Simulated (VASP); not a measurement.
Take BaS (rock salt), with a static lattice, in VASP with PAW potentials, and its bulk modulus.

Q: One run gives 40.0 GPa. Which level is it?
A. PBE-D3 (zero damping)
B. MS2
C. PW91
D. vdW-DF2

A: D, vdW-DF2.  The others give 44.6 (MS2), 41.9 (PW91), 42.7 (PBE-D3 (zero damping)).

Only levels that ran to the end are used. Left out are those held back, those with too coarse a band path, GW runs whose mesh misses a band edge, hybrids' fits of cells that aren't cubic and levels without matching references; a question may draw on a part of the rest.

The compound is BaS in the rock salt structure.
